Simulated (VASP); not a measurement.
Level of theory: LDA (Ceperley-Alder, Perdew-Zunger), VASP's LDA PAW potentials (set 64) (plane waves; VASP).

VASP ran on this input.

**INCAR**
```
SYSTEM=PbO2
PREC=Accurate; ENCUT=620; LREAL=.FALSE.
LASPH=.TRUE.
EDIFF=1E-6; NELM=100; ALGO=Normal
LMAXMIX=4
ISMEAR=0; SIGMA=0.05
IBRION=2; NSW=40; ISIF=3
EDIFFG=-0.02
LWAVE=.FALSE.; LCHARG=.FALSE.
```

### KPOINTS
```
Regular mesh
0
gamma
5 5 7
```

File POSCAR:
```
PbO2
1.0
  4.9371074428   0.0000000000   0.0000000000
  0.0000000000   4.9371074428   0.0000000000
  0.0000000000   0.0000000000   3.3938514301
Pb O
2 4
Cart
  0.0000000000   0.0000000000   0.0000000000
  2.4685537214   2.4685537214   1.6969257150
  1.5173524013   1.5173524013   0.0000000000
  3.9859061227   0.9512013201   1.6969257150
  0.9512013201   3.9859061227   1.6969257150
  3.4197550415   3.4197550415   0.0000000000
```

POTCAR, in this order: Pb_d O (LDA.64 set). Program: vasp_std.

Output

### OSZICAR
```
       N       E                     dE             d eps       ncg     rms          rms(c)
DAV:   1     0.734144417300E+03    0.73414E+03   -0.29160E+04  1488   0.232E+03
DAV:   2     0.607774972826E+02   -0.67337E+03   -0.64911E+03  1636   0.599E+02
DAV:   3    -0.378440736804E+02   -0.98622E+02   -0.96573E+02  1891   0.243E+02
DAV:   4    -0.421691643935E+02   -0.43251E+01   -0.43103E+01  1823   0.539E+01
DAV:   5    -0.423229503479E+02   -0.15379E+00   -0.15373E+00  2015   0.980E+00    0.136E+01
DAV:   6    -0.367915989353E+02    0.55314E+01   -0.24614E+01  2324   0.579E+01    0.443E+00
DAV:   7    -0.367529682946E+02    0.38631E-01   -0.17740E+00  1668   0.105E+01    0.266E+00
DAV:   8    -0.366951587369E+02    0.57810E-01   -0.54294E-01  2356   0.717E+00    0.122E+00
DAV:   9    -0.366646370483E+02    0.30522E-01   -0.12367E-01  2382   0.450E+00    0.135E-01
DAV:  10    -0.366655637970E+02   -0.92675E-03   -0.99974E-03  1672   0.588E-01    0.623E-02
DAV:  11    -0.366655674883E+02   -0.36913E-05   -0.22086E-04  2243   0.132E-01    0.330E-02
DAV:  12    -0.366655599018E+02    0.75865E-05   -0.98926E-06  1945   0.482E-02    0.197E-02
DAV:  13    -0.366655556085E+02    0.42934E-05   -0.30215E-05  2161   0.673E-02    0.266E-03
DAV:  14    -0.366655557347E+02   -0.12626E-06   -0.32293E-06  1485   0.201E-02
   1 F= -.36665556E+02 E0= -.36665521E+02  d E =-.366656E+02
```

### OUTCAR
```
------------------------ aborting loop because EDIFF is reached ----------------------------------------
  FORCE on cell =-STRESS in cart. coord.  units (eV):
  Direction    XX          YY          ZZ          XY          YZ          ZX
  --------------------------------------------------------------------------------------
  Total       -0.0047594     -0.0047594      0.0111447     -0.0000000      0.0000000      0.0000000
  in kB       -0.0921776     -0.0921776      0.2158455     -0.0000000      0.0000000      0.0000000
  external PRESSURE =       0.0104968 kB  Pullay stress =       0.0000000 kB
  volume of cell :       82.73
      direct lattice vectors                 reciprocal lattice vectors
     4.937107443  0.000000000  0.000000000     0.202547749  0.000000000  0.000000000
     0.000000000  4.937107443  0.000000000     0.000000000  0.202547749  0.000000000
     0.000000000  0.000000000  3.393851430     0.000000000  0.000000000  0.294650494
 POSITION                                       TOTAL-FORCE (eV/Angst)
 -----------------------------------------------------------------------------------
      0.00000      0.00000      0.00000         0.000000     -0.000000      0.000000
      2.46855      2.46855      1.69693         0.000000     -0.000000      0.000000
      1.51735      1.51735      0.00000         0.000914      0.000914      0.000000
      3.98591      0.95120      1.69693         0.000914     -0.000914      0.000000
      0.95120      3.98591      1.69693        -0.000914      0.000914      0.000000
      3.41976      3.41976      0.00000        -0.000914     -0.000914      0.000000
 -----------------------------------------------------------------------------------
    total drift:                                0.000000     -0.000000     -0.000000
  FREE ENERGIE OF THE ION-ELECTRON SYSTEM (eV)
  ---------------------------------------------------
  free  energy   TOTEN  =       -36.6655557347 eV

  energy  without entropy=      -36.6654857493  energy(sigma->0) =      -36.66552074

 reached required accuracy - stopping structural energy minimisation
```
(Selected blocks of OUTCAR.)

The compound is PbO2 in the rutile structure. It was relaxed first.
